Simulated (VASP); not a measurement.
# Al2Au: convergence with the PAW data sets and smearing, part 3 of 3

Aim: find what the PAW data sets and smearing change for Al2Au, and what they cost. The series runs use LDA. The start is a cell from a database of measured crystal structures.

VASP 6.6.1, plane waves and PAW; the level of theory is named at each step.

Still holding for the runs below: This run has no spin polarisation. Its electron count is odd, so without a moment it is a metal by construction. The k-mesh is coarse for a metal.

So far. Step 14 (Smearing: ISMEAR = 1, SIGMA = 0.2): Against the run before the energy at zero width moves by +0.14 meV an atom and the pressure by -0.01 GPa, after 12 cycles in 2.2 s. The entropy term T·S comes to 0.04 meV an atom in size.

### 15. Smearing: ISMEAR = 1, SIGMA = 0.5 (continued)

Level of this step: LDA; plane waves and PAW (Al, Au) (VASP).

Parts of OUTCAR (step 15):

```text
  Total       -0.6650239     -0.6650239     -0.6650239      0.0000000     -0.0000000      0.0000000
  in kB      -19.7312252    -19.7312252    -19.7312252      0.0000000     -0.0000000      0.0000000
  external PRESSURE =     -19.7312252 kB  Pullay stress =       0.0000000 kB

 POSITION                                       TOTAL-FORCE (eV/Angst)
 -----------------------------------------------------------------------------------
      1.50000      1.50000      1.50000        -0.000000     -0.000000     -0.000000
      4.50000      4.50000      4.50000         0.000000      0.000000      0.000000
      0.00000      0.00000      0.00000         0.000000     -0.000000     -0.000000
 -----------------------------------------------------------------------------------
    total drift:                               -0.000000     -0.000000      0.000000

  FREE ENERGIE OF THE ION-ELECTRON SYSTEM (eV)
  ---------------------------------------------------
  free  energy   TOTEN  =       -14.3182757274 eV

  energy  without entropy=      -14.3061310356  energy(sigma->0) =      -14.31422750

[... 2 parts as in an earlier step ...]

[... 1 further part left out ...]
[key lines of the parts left out:]
E-fermi :   7.5869
```

Against the run before the energy at zero width moves by -0.09 meV an atom and the pressure by +0.03 GPa, after 12 cycles in 2.2 s. The entropy term T·S comes to 4.05 meV an atom in size.

### 16. Smearing: ISMEAR = -5

File INCAR:

```
SYSTEM = Al2Au
PREC = Accurate
ENCUT = 400
EDIFF = 1E-06
NELM = 100
ISMEAR = -5
SIGMA = 0.05
LREAL = .FALSE.
ALGO = Normal
GGA = CA
NBANDS = 14
LASPH = .TRUE.
LORBIT = 11
LWAVE = .FALSE.
LCHARG = .FALSE.
KPAR = 4
ISIF = 2
```

File POSCAR:

```
Al2Au
1.0
    0.0000000000      3.0000000000      3.0000000000
    3.0000000000      0.0000000000      3.0000000000
    3.0000000000      3.0000000000      0.0000000000
Al Au
2 1
Direct
    0.2500000000      0.2500000000      0.2500000000
    0.7500000000      0.7500000000      0.7500000000
    0.0000000000      0.0000000000      0.0000000000
```

File KPOINTS:

```
Automatic mesh
0
Gamma
7 7 7
0 0 0
```

The projector-augmented-wave data sets are Al and Au (PBE family, release 64).

Run with:

```console
$ mpirun -np 4 vasp_std
```

The log of the run:

```text
[... set-up lines as in an earlier step ...]
 entering main loop
       N       E                     dE             d eps       ncg     rms          rms(c)
DAV:   1     0.445893996406E+02    0.44589E+02   -0.61473E+03   584   0.816E+02
DAV:   2    -0.146317030722E+02   -0.59221E+02   -0.54796E+02   670   0.167E+02
DAV:   3    -0.159129617749E+02   -0.12813E+01   -0.12720E+01   734   0.236E+01
DAV:   4    -0.159228254945E+02   -0.98637E-02   -0.98274E-02   632   0.241E+00
[...]
DAV:  10    -0.143217401839E+02   -0.23565E-04   -0.14945E-04   704   0.953E-02    0.306E-02
DAV:  11    -0.143217336118E+02    0.65721E-05   -0.12037E-05   692   0.290E-02    0.115E-02
DAV:  12    -0.143217328820E+02    0.72987E-06   -0.80066E-07   436   0.849E-03
   1 F= -.14321733E+02 E0= -.14321733E+02  d E =0.000000E+00
 -----------------------------------------------------------------------------
|                                                                             |
|           W    W    AA    RRRRR   N    N  II  N    N   GGGG   !!!           |
|           W    W   A  A   R    R  NN   N  II  NN   N  G    G  !!!           |
|           W    W  A    A  R    R  N N  N  II  N N  N  G       !!!           |
|           W WW W  AAAAAA  RRRRR   N  N N  II  N  N N  G  GGG   !            |
|           WW  WW  A    A  R   R   N   NN  II  N   NN  G    G                |
|           W    W  A    A  R    R  N    N  II  N    N   GGGG   !!!           |
|                                                                             |
|     Tetrahedron method does not include variations of the Fermi             |
|     occupations, so forces and stress will be inaccurate. We suggest        |
|     using a different smearing scheme ISMEAR = 1 or 2 for metals in         |
|     relaxations.                                                            |
|                                                                             |
 -----------------------------------------------------------------------------
```

The job ended after 2.2 s (4 MPI ranks of Intel Xeon 6975P-C (Granite Rapids), shared host; peak memory 0.51 GiB).

OUTCAR, selected parts (step 16):

```text
  Total       -0.7082979     -0.7082979     -0.7082979      0.0000000      0.0000000      0.0000000
  in kB      -21.0151641    -21.0151641    -21.0151641      0.0000000      0.0000000      0.0000000
  external PRESSURE =     -21.0151641 kB  Pullay stress =       0.0000000 kB

 POSITION                                       TOTAL-FORCE (eV/Angst)
 -----------------------------------------------------------------------------------
      1.50000      1.50000      1.50000        -0.000000     -0.000000      0.000000
      4.50000      4.50000      4.50000         0.000000      0.000000     -0.000000
      0.00000      0.00000      0.00000         0.000000     -0.000000      0.000000
 -----------------------------------------------------------------------------------
    total drift:                               -0.000000     -0.000000      0.000000

  FREE ENERGIE OF THE ION-ELECTRON SYSTEM (eV)
  ---------------------------------------------------
  free  energy   TOTEN  =       -14.3217328820 eV

  energy  without entropy=      -14.3217328820  energy(sigma->0) =      -14.32173288

[... 2 parts as in an earlier step ...]

[... 1 further part left out ...]
[key lines of the parts left out:]
E-fermi :   7.5206
```

With tetrahedra the forces and stress of a metal are not exact derivatives of the energy.

Against the first of the series the energy at zero width moves by -2.81 meV an atom and the pressure by -0.11 GPa, after 12 cycles in 2.2 s.

### 17. The smearing series as a table

This step: convergence of LDA results with the smearing; plane waves and PAW (VASP 6.6.1).

Derived from the runs above.

One cell and one 7×7×7 mesh. Free energy against width, by row:

```tsv
Fermi-Dirac width σ (eV)	free energy less that at the narrowest width (meV/atom)
0.01	0
0.05	-1.54
0.1	-5.68
0.2	-20.97
0.5	-118.5
```

Differences are taken from the run with ISMEAR = -1, SIGMA = 0.01. Results of the series, by row:

```tsv
setting	status	energy less the reference (meV/atom)	pressure (GPa)	SCF cycles	wall time (s)
ISMEAR = -1, SIGMA = 0.01	converged	0	-1.996	12	2.2
ISMEAR = -1, SIGMA = 0.05	converged	-0.3389	-1.995	12	2.2
ISMEAR = -1, SIGMA = 0.1	converged	-0.3924	-1.973	12	2.4
ISMEAR = -1, SIGMA = 0.2	converged	-1.692	-1.886	12	2.2
ISMEAR = -1, SIGMA = 0.5	converged	-1.672	-1.057	12	2.6
ISMEAR = 1, SIGMA = 0.01	converged	0.1167	-1.996	12	2.2
ISMEAR = 1, SIGMA = 0.05	converged	-0.0561	-1.996	12	2.2
ISMEAR = 1, SIGMA = 0.1	converged	-0.3631	-1.994	12	2.6
ISMEAR = 1, SIGMA = 0.2	converged	-0.2271	-2.002	12	2.2
ISMEAR = 1, SIGMA = 0.5	converged	-0.3128	-1.973	12	2.2
ISMEAR = -5	converged	-2.815	-2.102	12	2.2
```

### 18. Summary of results

- spread of the pressure over the PAW data sets: 1.49 GPa
- spread of the pressure over the smearing: 1.04 GPa
- spread of the energy over the smearing: 2.93 meV/atom

The choice of data set moves the pressure between -3.48 GPa (gw 64: Al_GW Au_sv_GW) and -1.99 GPa (minimal 64: Al Au); all ran at 400 eV. The usual rule keeps the entropy term T·S under 1 meV an atom, which holds up to a width of 0.01 eV for Fermi-Dirac and 0.2 eV for first-order Methfessel-Paxton. That rule is made for Methfessel-Paxton; with the other schemes the zero-width estimate is the energy to use. Farthest in energy from the narrowest smearing lies ISMEAR = -5 (-2.8 meV an atom, -0.11 GPa). On a fixed mesh a narrow width is not the exact answer for a metal: it samples the Fermi surface more noisily. Data sets differ in their zero of energy, so energies are not compared. Forces vanish by symmetry in this cell, so the series can't test them.

[Lines on the potential files, build, host, timing and source positions are cut from VASP's logs without a mark.]

[Logs are printed without paths, hosts, clocks, repeated set-up lines and the standing remarks that a program may print on its own settings, such as how far it seeks lower states.]

[Hosts, paths, dates, database ids (printed as entryN), source tags and the programs' standing remarks are cut or masked in the printed files.]

[A measured line is paired with the nearest computed mode of its activity, which favours agreement.]
